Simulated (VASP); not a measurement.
Output of a VASP run:

File OSZICAR:
```
       N       E                     dE             d eps       ncg     rms          rms(c)
DAV:   1     0.835405950685E+02    0.83541E+02   -0.57199E+03   384   0.923E+02
DAV:   2    -0.351798035500E+00   -0.83892E+02   -0.79493E+02   464   0.226E+02
DAV:   3    -0.535349097774E+01   -0.50017E+01   -0.49816E+01   488   0.529E+01
DAV:   4    -0.563674016643E+01   -0.28325E+00   -0.28292E+00   696   0.107E+01
DAV:   5    -0.563795527951E+01   -0.12151E-02   -0.12151E-02   520   0.729E-01    0.307E+00
DAV:   6    -0.555518262679E+01    0.82773E-01   -0.12212E-01   444   0.220E+00    0.222E+00
DAV:   7    -0.555091907348E+01    0.42636E-02   -0.13295E-01   468   0.206E+00    0.804E-01
DAV:   8    -0.555620181952E+01   -0.52827E-02   -0.14343E-02   488   0.871E-01    0.107E-01
DAV:   9    -0.555666760672E+01   -0.46579E-03   -0.83354E-04   492   0.192E-01    0.716E-02
DAV:  10    -0.555689856996E+01   -0.23096E-03   -0.22819E-04   452   0.101E-01    0.205E-02
DAV:  11    -0.555691770469E+01   -0.19135E-04   -0.36302E-05   468   0.368E-02    0.117E-02
DAV:  12    -0.555691876796E+01   -0.10633E-05   -0.42839E-06   460   0.172E-02    0.111E-02
DAV:  13    -0.555691918408E+01   -0.41612E-06   -0.10672E-06   364   0.697E-03
   1 F= -.55569192E+01 E0= -.55569192E+01  d E =-.439232E-17
```

**OUTCAR**
```
------------------------ aborting loop because EDIFF is reached ----------------------------------------
  FORCE on cell =-STRESS in cart. coord.  units (eV):
  Direction    XX          YY          ZZ          XY          YZ          ZX
  --------------------------------------------------------------------------------------
  Total        0.3300904      0.3300904      0.3300904      0.0000000      0.0000000     -0.0000000
  in kB        5.9861182      5.9861182      5.9861182      0.0000000      0.0000000     -0.0000000
  external PRESSURE =       5.9861182 kB  Pullay stress =       0.0000000 kB
  volume of cell :       88.35
      direct lattice vectors                 reciprocal lattice vectors
     0.000000000  3.535000000  3.535000000    -0.141442716  0.141442716  0.141442716
     3.535000000  0.000000000  3.535000000     0.141442716 -0.141442716  0.141442716
     3.535000000  3.535000000  0.000000000     0.141442716  0.141442716 -0.141442716
  FREE ENERGIE OF THE ION-ELECTRON SYSTEM (eV)
  ---------------------------------------------------
  free  energy   TOTEN  =        -5.5569191841 eV

  energy  without entropy=       -5.5569191841  energy(sigma->0) =       -5.55691918
```
(Selected blocks of OUTCAR.)

POSCAR:
```
KI
1
    0.0000000000     3.5350000000     3.5350000000
    3.5350000000     0.0000000000     3.5350000000
    3.5350000000     3.5350000000     0.0000000000
K I
1 1
Direct
  0.0000000000   0.0000000000   0.0000000000
  0.5000000000   0.5000000000   0.5000000000
```

Problem. Reconstruct the remaining input files.

Solution. Several could match; the one computed here: the input of the run itself, PBE GGA, plane waves, VASP's PBE PAW potentials (set 64).

File KPOINTS:
```
Automatic mesh
0
Gamma
6 6 6
0 0 0
```

INCAR:
```
# general
SYSTEM  = KI
PREC    = Low
ENCUT   = 400   # plane-wave cut-off (eV)
LREAL   = .False.   # projection in real space or not
LASPH   = .True.

# electronic loop
EDIFF   = 1E-6
NELM    = 100   # most electronic steps
ALGO    = Normal   # blocked Davidson
LMAXMIX = 4

# smearing
ISMEAR  = 0   # Gaussian
SIGMA   = 0.05

# functional
GGA     = PE   # PBE

# ions
ISIF    = 2

# output
LWAVE   = .False.
LCHARG  = .False.
```

POTCAR, in this order: K_sv I (PBE.64 set). Program: vasp_std.

The compound is KI in the rock salt structure. The cell was not relaxed at this level. The run is one of a series of settings (PREC = Low against the base run), some of them coarse on purpose.
